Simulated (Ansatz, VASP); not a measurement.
# Cross-check of Sb (antimonene, 1 layers) between VASP and Ansatz

Wanted: the spread between two codes on one cell, functional and k mesh. The cell is taken from a series of runs on this material, whose earlier steps may have relaxed, scaled, displaced or heated it; both programs get it as it stands.

Calculated with Ansatz 0.2.0; plane waves, with VASP 6.6.1 beside it; single point at PBE and single point at PBE, spin-orbit coupling.

## Step 1: The starting structure

The cell holds 2 atoms: 2 Sb. Cell: a = 4.120 Å, b = 4.120 Å, c = 19.650 Å, α = 90.0°, β = 90.0°, γ = 120.0°. Vacuum lies along c.

## Step 2: VASP: single point, PBE

A single point gives forces, pressure and levels at one fixed geometry, so differences don't come from the geometry; what else differs is listed under the comparison.

Lines of VASP's logs that name or quote its potential files are left out, and so is its time.

INCAR

```
SYSTEM = Sb
PREC = Accurate
ENCUT = 400
EDIFF = 1E-06
NELM = 120
ISMEAR = -1
SIGMA = 0.05
LREAL = .FALSE.
ALGO = Normal
GGA = PE
NBANDS = 11
LORBIT = 11
LWAVE = .FALSE.
LCHARG = .FALSE.
ISIF = 2
LDIPOL = .TRUE.
IDIPOL = 3
DIPOL = 0.5 0.5 0.5
LVHAR = .TRUE.
LASPH = .TRUE.
GGA_COMPAT = .FALSE.
EFERMI = MIDGAP
NELMDL = -8
KPAR = 2
```

POSCAR

```
Sb
1.0
    4.1200000000      0.0000000000      0.0000000000
   -2.0600000000      3.5680246636      0.0000000000
    0.0000000000      0.0000000000     19.6500000000
Sb
2
Direct
    0.6666666666      0.3333333332      0.4584628998
    0.3333333332      0.6666666666      0.5415371002
```

KPOINTS

```
Automatic mesh
0
Gamma
12 12 1
0 0 0
```

PAW data sets: Sb (PBE family, release 64).

The run is started by

```sh
> mpirun -np 2 vasp_std
```

Numbers of over 12 decimals in the logs are rounded to 6 here.

What it wrote:

```text
[banner, memory and clock lines left out]
running    2 mpi-ranks, on    1 nodes
 distrk:  each k-point on    1 cores,    2 groups
 distr:  one band on    1 cores,    1 groups

 POSCAR found type information on POSCAR Sb
 POSCAR found :  1 types and       2 ions
 LDA part: xc-table for (Slater+PW92), standard interpolation
 POSCAR, INCAR and KPOINTS ok, starting setup
 FFT: planning ... GRIDC
 FFT: planning ... GRID_SOFT
 FFT: planning ... GRID
 WAVECAR not read
 entering main loop
       N       E                     dE             d eps       ncg     rms          rms(c)
DAV:   1     0.479231082691E+02    0.47923E+02   -0.23863E+03   418   0.470E+02
DAV:   2    -0.410415210550E+01   -0.52027E+02   -0.48212E+02   648   0.878E+01
DAV:   3    -0.807325265033E+01   -0.39691E+01   -0.39562E+01   550   0.302E+01
DAV:   4    -0.814744216281E+01   -0.74190E-01   -0.74182E-01   518   0.516E+00
DAV:   5    -0.815002951531E+01   -0.25874E-02   -0.25873E-02   572   0.111E+00
DAV:   6    -0.815011706922E+01   -0.87554E-04   -0.87554E-04   550   0.166E-01
DAV:   7    -0.815012099490E+01   -0.39257E-05   -0.39253E-05   590   0.279E-02
DAV:   8    -0.815012112621E+01   -0.13130E-06   -0.13147E-06   448   0.380E-03    0.295E+00
DAV:   9    -0.812378234410E+01    0.26339E-01   -0.12979E-02   481   0.588E-01    0.183E+00
DAV:  10    -0.810605991906E+01    0.17722E-01   -0.34073E-02   487   0.949E-01    0.101E-01
DAV:  11    -0.810599255327E+01    0.67366E-04   -0.17853E-03   512   0.225E-01    0.388E-02
DAV:  12    -0.810580840307E+01    0.18415E-03   -0.31514E-04   550   0.909E-02    0.219E-02
DAV:  13    -0.810582021930E+01   -0.11816E-04   -0.63750E-05   525   0.368E-02    0.141E-02
DAV:  14    -0.810586931466E+01   -0.49095E-04   -0.31947E-05   454   0.207E-02    0.692E-03
DAV:  15    -0.810600065300E+01   -0.13134E-03   -0.29321E-05   445   0.207E-02    0.296E-03
DAV:  16    -0.810605470419E+01   -0.54051E-04   -0.36995E-06   516   0.807E-03    0.124E-03
DAV:  17    -0.810607143612E+01   -0.16732E-04   -0.12875E-06   544   0.420E-03    0.629E-04
DAV:  18    -0.810607924469E+01   -0.78086E-05   -0.11066E-06   502   0.280E-03    0.431E-04
DAV:  19    -0.810608336320E+01   -0.41185E-05   -0.15734E-07   522   0.116E-03    0.405E-04
DAV:  20    -0.810608806352E+01   -0.47003E-05   -0.17128E-07   454   0.992E-04    0.290E-04
DAV:  21    -0.810608942578E+01   -0.13623E-05   -0.26783E-08   440   0.441E-04    0.107E-04
DAV:  22    -0.810609022173E+01   -0.79595E-06   -0.30388E-08   458   0.383E-04
   1 F= -.81060902E+01 E0= -.81060901E+01  d E =-.157701E-06
```

Parts of OUTCAR (step 2):

```text
ion  position               nearest neighbor table
   1  0.667  0.333  0.458-   2 2.88   2 2.88   2 2.88
   2  0.333  0.667  0.542-   1 2.88   1 2.88   1 2.88

  LATTYP: Found a hexagonal cell.
 ALAT       =     4.1200000000
 C/A-ratio  =     4.7694174757

 Subroutine GETGRP returns: Found 12 space group operations
 (whereof 12 operations were pure point group operations)

The static configuration has the point symmetry D_3d.

 Found     19 irreducible k-points:

   k-points           NKPTS =     19   k-points in BZ     NKDIM =     19   number of bands    NBANDS=     11

   dimension x,y,z NGX =    28 NGY =   28 NGZ =  128
   dimension x,y,z NGXF=    56 NGYF=   56 NGZF=  256

   ENCUT  =  400.0 eV  29.40 Ry    5.42 a.u.   6.72  6.72 32.04*2*pi/ulx,y,z

   NELECT =      10.0000    total number of electrons

 k-points in reciprocal lattice and weights: Automatic mesh
   0.00000000  0.00000000  0.00000000       0.007
   0.08333333  0.00000000  0.00000000       0.042
   0.16666667  0.00000000  0.00000000       0.042
   0.25000000  0.00000000  0.00000000       0.042
   0.33333333  0.00000000  0.00000000       0.042
   0.41666667  0.00000000  0.00000000       0.042
   0.50000000  0.00000000  0.00000000       0.021
   0.08333333  0.08333333  0.00000000       0.042
   0.16666667  0.08333333  0.00000000       0.083
[...]
0.33333333  0.25000000  0.00000000       0.083
   0.33333333  0.33333333  0.00000000       0.014

 dipolmoment           0.000000      0.000000     -0.000000 electrons x Angstroem

 average (electrostatic) potential at core
       1 -94.7269       2 -94.7269

 E-fermi :  -1.8661

 k-point     1 :       0.0000    0.0000    0.0000
  band No.  band energies     occupation
      1     -13.7487      2.00000
      2      -8.7290      2.00000
      3      -3.0242      2.00000
      4      -2.4938      1.99999
      5      -2.4938      1.99999
      6      -0.9313      0.00000
      7       0.3183      0.00000
      8       0.3183      0.00000
      9       1.8676      0.00000
     10       2.0769      0.00000
    ...

 k-point     2 :       0.0833    0.0000    0.0000
  band No.  band energies     occupation
      1     -13.6752      2.00000
      2      -8.7280      2.00000
      3      -3.2167      2.00000
      4      -2.9928      2.00000
      5      -2.6625      2.00000
      6      -0.4239      0.00000
      7       0.2248      0.00000
      8       0.4839      0.00000
      9       1.9652      0.00000
     10       2.1605      0.00000
    ...

 k-point     3 :       0.1667    0.0000    0.0000
  band No.  band energies     occupation
      1     -13.4568      2.00000
      2      -8.7600      2.00000
      3      -4.2749      2.00000
      4      -3.0378      2.00000
      5      -2.9324      2.00000
      6      -0.6937      0.00000
      7       0.8078      0.00000
      8       0.8084      0.00000
      9       2.2014      0.00000
     10       2.4063      0.00000
    ...

  Total        0.0653849      0.0653849      0.1678012      0.0000000      0.0000000      0.0000000
  in kB        0.3626606      0.3626606      0.9307180      0.0000000      0.0000000      0.0000000
  external PRESSURE =       0.5520130 kB  Pullay stress =       0.0000000 kB

  energy-cutoff  :      400.00
  volume of cell :      288.86
      direct lattice vectors                 reciprocal lattice vectors
     4.120000000  0.000000000  0.000000000     0.242718447  0.140133560  0.000000000
    -2.060000000  3.568024664  0.000000000     0.000000000  0.280267121  0.000000000
     0.000000000  0.000000000 19.650000000     0.000000000  0.000000000  0.050890585

 POSITION                                       TOTAL-FORCE (eV/Angst)
 -----------------------------------------------------------------------------------
      2.06000      1.18934      9.00880        -0.000000     -0.000000     -0.105745
     -0.00000      2.37868     10.64120         0.000000      0.000000      0.105745
 -----------------------------------------------------------------------------------
    total drift:                                0.000000      0.000000      0.000000

  FREE ENERGIE OF THE ION-ELECTRON SYSTEM (eV)
  ---------------------------------------------------
  free  energy   TOTEN  =        -8.1060902217 eV

  energy  without entropy=       -8.1060900640  energy(sigma->0) =       -8.10609014

 vacuum level on the upper side and lower side of the slab         2.392         2.392

 total charge
# of ion       s       p       d       tot
------------------------------------------
    1        1.211   1.164   0.026   2.401
    2        1.211   1.164   0.026   2.401
--------------------------------------------------
tot          2.423   2.328   0.053   4.803

[... 3 further parts left out ...]
```

## Step 3: Ansatz: single point, PBE

Ansatz runs on its default PAW (the set named soft_2) files.

The same cell, functional, mesh and smearing now go to Ansatz, which takes its cutoff from its data sets.

input.yaml

```yaml
crystal:
  lattice:
    - [4.12, 0.0, 0.0]
    - [-2.06, 3.5680246636, 0.0]
    - [0.0, 0.0, 19.65]
  atoms:
    - { symbol: Sb, position: [0.6666666667, 0.3333333333, 0.4584628998] }
    - { symbol: Sb, position: [0.3333333333, 0.6666666667, 0.5415371002] }
kpoints:
  mp_grid: { grid: [12, 12, 1] }
  band_path:
    path: [[0, 0, 0], [0.5, 0, 0], [0.33333333, 0.33333333, 0], [0, 0, 0]]
    npoints: 24
hamiltonian:
  xc: pbe
scf:
  occupations: { method: fermi_dirac, width: 0.05 }
  convergence: { dr2_threshold: 1.0e-09 }
efield:
  axis: 3
  dipole_correction: true
  ramp_position: 0.97
  ramp_width: 0.06
output:
  fatbands: true
  dos: { projected: true, e_range: [-8, 5] }
  write_potential: true
  write_density: true
  volumetric_format: npy
  elf: true
```

The run is started by

```sh
> ansatz run input.yaml --threads 2 --pin off --max-ram 3072MiB --backend cpu --events-out ev --progress --plain --runs-dir out
```

What it wrote:

```text
Engine: ansatz 0.2.0, aarch64-unknown-linux-gnu
Pseudopotentials: kind: paw
Pseudopotential: Sb, paw, valence charge 15, recommended cutoff 420 eV (normal), Sb.paw.azcp
Functional definition: PBE
  parameter kappa = 0.804
  parameter beta = 0.066725
  exchange = pbe_x(kappa = kappa, mu = beta*pi^2/3)
  correlation = pbe_c(beta = beta)
Crystal: 2 atoms, lattice volume = 288.860 Å³
Basis set: ecut = 420 eV, 5609 PW (Γ)
Bands: 19, of which v1, the nominal top of the filled ones, is band 15 counted from 1 (14 counted from 0)
Symmetry: 6 space group operations
k-points: 19 of 144 (time reversal used)
Non-local potential: Sb, projectors of the file, l = 0: 2, l = 1: 2, l = 2: 2, l = 3: 2
PAW form: soft (Blöchl's): semilocal exchange-correlation on the pseudo side does not see the compensation charge
PAW one-centre angular grid: Sb, 590 points (default); XC on 64 Gauss nodes
Initial density: superposition of atomic densities (neutral atoms: chi_scale 0, normalization atom), corrected by the library's trained network
Initial wavefunctions: pseudopotential atomic-orbital guess
Functional: x = pbe(κ = 0.804, μ = 0.219515), c = pbe(β = 0.066725)
SCF iter   1: F=—  HF=-12968.821949 eV  |F-HF|=—  |Δ(HF+E_count)|=         —  Δρ=7.82e-4  dr2=2.97e-3  ethr=1.77e-3  p=0.000 e·Å  D=5.90e-14 V/Å  ΔV_dip=-0.00 eV  dr2_dipole=7.06e-10  V_vac-E_F(+/−)=4.35/4.35 eV  ⟨swp⟩=8.2  Hψ=2210  notcnv=0
efield: sawtooth ramp at fractional position 0.9700 (set: `efield.ramp_position`, or a place that a band, a saddle search or an elastic batch's reference lends), width 0.0600; the density the first Hamiltonian is built on has a dipole p = 0.000 e·Å; the dipole correction subtracts the counter field D = 5.90e-14 V/Å, which shifts the + side's vacuum level by -0.00 eV against the − side's; the planar-averaged density in the ramp window peaks in size at 4.0e-6 e/Å³
preconditioner: auto → Resta (q_TF=auto, 1.871 Å⁻¹)  ε∞=1.8  [insulator: Δε(μ)=1.330 eV  Ē_g=7.862 eV  σ=0.050 eV  W_gap=1.00  n_scr=28 (ndim 8)  ℏωp=6.9 eV  f_vac=0.707  D(μ)=0.00/eV (n_scr^D=0)  ε∞_Penn≈1.8  vacuum switching on, ρ_ref=4.5e-3 e/Å³]
SCF iter   2: F=—  HF=-12968.822260 eV  |F-HF|=—  |Δ(HF+E_count)|=   3.12e-4  Δρ=4.96e-4  dr2=1.20e-3  ethr=9.89e-6  p=-0.000 e·Å  D=-9.05e-6 V/Å  ΔV_dip=0.00 eV  dr2_dipole=3.56e-10  V_vac-E_F(+/−)=4.28/4.28 eV  ⟨swp⟩=2.2  Hψ=874  notcnv=0
SCF iter   3: F=—  HF=-12968.822964 eV  |F-HF|=—  |Δ(HF+E_count)|=   7.03e-4  Δρ=2.17e-4  dr2=1.10e-4  ethr=4.01e-6  p=0.000 e·Å  D=4.75e-6 V/Å  ΔV_dip=-0.00 eV  dr2_dipole=3.30e-11  V_vac-E_F(+/−)=4.23/4.23 eV  ⟨swp⟩=2.0  Hψ=702  notcnv=0
SCF iter   4: F=—  HF=-12968.823017 eV  |F-HF|=—  |Δ(HF+E_count)|=   5.32e-5  Δρ=7.44e-5  dr2=1.35e-5  ethr=3.66e-7  p=0.000 e·Å  D=9.25e-6 V/Å  ΔV_dip=-0.00 eV  dr2_dipole=4.22e-9  V_vac-E_F(+/−)=4.22/4.22 eV  ⟨swp⟩=2.0  Hψ=686  notcnv=0
SCF iter   5: F=—  HF=-12968.823020 eV  |F-HF|=—  |Δ(HF+E_count)|=   3.58e-6  Δρ=1.81e-5  dr2=1.58e-6  ethr=4.51e-8  p=-0.000 e·Å  D=-3.15e-5 V/Å  ΔV_dip=0.00 eV  dr2_dipole=7.43e-8  V_vac-E_F(+/−)=4.22/4.22 eV  ⟨swp⟩=2.0  Hψ=646  notcnv=0
SCF iter   6: F=—  HF=-12968.823038 eV  |F-HF|=—  |Δ(HF+E_count)|=   1.80e-5  Δρ=1.22e-5  dr2=4.38e-6  ethr=5.25e-9  p=0.000 e·Å  D=1.17e-4 V/Å  ΔV_dip=-0.00 eV  dr2_dipole=9.82e-7  V_vac-E_F(+/−)=4.22/4.22 eV  ⟨swp⟩=2.0  Hψ=646  notcnv=0  recentre
SCF iter   7: F=—  HF=-12968.823038 eV  |F-HF|=—  |Δ(HF+E_count)|=   5.75e-7  Δρ=3.29e-6  dr2=6.66e-8  ethr=5.25e-9  p=-0.000 e·Å  D=-1.04e-5 V/Å  ΔV_dip=0.00 eV  dr2_dipole=7.74e-9  V_vac-E_F(+/−)=4.22/4.22 eV  ⟨swp⟩=2.0  Hψ=399  notcnv=0
SCF iter   8: F=—  HF=-12968.823038 eV  |F-HF|=—  |Δ(HF+E_count)|=   3.73e-8  Δρ=1.47e-6  dr2=8.58e-9  ethr=2.22e-10  p=-0.000 e·Å  D=-5.72e-7 V/Å  ΔV_dip=0.00 eV  dr2_dipole=1.95e-11  V_vac-E_F(+/−)=4.22/4.22 eV  ⟨swp⟩=2.0  Hψ=646  notcnv=0
SCF iter   9: F=-12968.823038 eV  HF=-12968.823038 eV  |F-HF|=1.15e-10  |Δ(HF+E_count)|=   1.94e-9  Δρ=2.78e-7  dr2=2.99e-10  ethr=3.33e-12  p=-0.000 e·Å  D=-2.24e-7 V/Å  ΔV_dip=0.00 eV  dr2_dipole=1.38e-13  V_vac-E_F(+/−)=4.22/4.22 eV  ⟨swp⟩=3.0  Hψ=1372  notcnv=0
SCF 1 converged in 9 iterations: F = -12968.823038 eV  dr2 = 2.99e-10
  greatest PAW one-centre occupation: 0.996 electrons in one spin orbital (limit 2), on the Sb atom at site 0 (counted from 0), in its partial waves of l = 2
NSCF: frozen V_eff on 73 k-points
efield: sawtooth ramp at fractional position 0.9700 (kept from the solve that this one continues, or follows in the run), width 0.0600; the density the first Hamiltonian is built on has a dipole p = -0.000 e·Å; the dipole correction subtracts the counter field D = -2.24e-7 V/Å, which shifts the + side's vacuum level by +0.00 eV against the − side's; the planar-averaged density in the ramp window peaks in size at 1.1e-8 e/Å³
WARN: The output density's exchange-correlation potential varies sharply where the density is thin. Do not read a vacuum level from v_tot or v_xc, or from such a field of the output density. On a cell that repeats whose density bears no net charge and no dipole along the vacuum's axis use v_es (v_loc + v_h of the components); under efield.dipole_correction with no amplitude use v_es + v_field, which holds any externa [...]
SCF converged after 9 iterations
Free energy (F): -12968.823038 eV
Harris-Foulkes:  -12968.823038 eV  (|F-HF|=1.15e-10)
Internal energy: -12968.823038 eV  (E = F + TS)
E sigma→0 (E₀):  -12968.823038 eV
Entropy (-TS):   -0.000000 eV (-0.000 meV/atom)
Fermi energy:    -1.248633 eV
Dipole field:    D = 0.000000 V/Å  (p = 0.000000 e·Å, saw-weighted, corrected)
Work function:   Φ+ = 4.2217 eV   Φ− = 4.2217 eV
Levels:          The Fermi level and band energies are counted from a zero that moves with the ramp; work functions are not
--- Per-component energies (eV) ---
  E_band       = -668.819874
  E_kinetic    = 412.523252
  E_local      = -15863.621328  (includes V_loc(G=0)·N_el)
  E_nonlocal   = 724.208696
  E_hartree    = 7618.718168
  E_xc         = -275.720508
  E_vxc        = -190.773125  (∫ρ·V_xc dr)
  E_paw        = -9150.507749  (= ΣΔE_a)
  E_vpaw       = -988.593636  (= ΣTr[D̂ρ^β])
  E_aug_tail   = -0.000003  (compensation charges beyond the density's cutoff)
  E_efield     = 0.000000  (sawtooth field / dipole correction)
  E_vefield    = 0.000000  (∫n·V_field dr)
  E_ewald      = 3565.576436
  E_smearing   = -0.000000  (= −TS)
  E_closure    = -0.000000  (closes the sum)
  Σ components = -12968.823038   (vs F -12968.823038, Δ=0.00e0)
--- Band table (eV; the first three rows and the last of 19) ---
  k-point 0: bands = [... 11 lower, -8.1623, -2.4471, -1.8734, -1.8734, -0.2827, 0.9253, 0.9253, 2.4594]
  k-point 1: bands = [... 11 lower, -8.1602, -2.5895, -2.4164, -2.0417, 0.2111, 0.8343, 1.0888, 2.5584]
  k-point 2: bands = [... 11 lower, -8.1877, -3.6468, -2.4162, -2.3583, -0.0788, 1.4079, 1.4246, 2.7951]
  k-point 18: bands = [... 11 lower, -10.3263, -5.3633, -3.6506, -3.6506, -0.3330, 1.7442, 1.7442, 4.7795]
```

The column dr2 measures how far the density is from self-consistency, as an energy; F and HF (Harris–Foulkes) agree once it is small.

## Step 4: Differences

Known differences besides the potentials themselves: the data sets hold 30 valence electrons in Ansatz (on its default PAW (the set named soft_2) files) and 10 in VASP; the cutoff is 420 eV in Ansatz and 400 eV in VASP. Total energies have different zeros and are not compared.

The two programs side by side:

| quantity | Ansatz | VASP | difference |
| --- | --- | --- | --- |
| gap on the k mesh (eV) | 1.312 | 1.317 | -0.006 |

A gap on the mesh is an upper bound, since the band edges may lie between its points. With vacuum in the cell, a pressure given here is an average over mostly empty space and none of the material.

(Continued in part 2 of 2.)

[Lines on the potential files, build, host, timing and source positions are cut from VASP's logs without a mark.]

[Logs are printed without paths, hosts, clocks, repeated set-up lines and the standing remarks that a program may print on its own settings, such as how far it seeks lower states.]

[Hosts, paths, dates, database ids (printed as entryN), source tags and the programs' standing remarks are cut or masked in the printed files.]
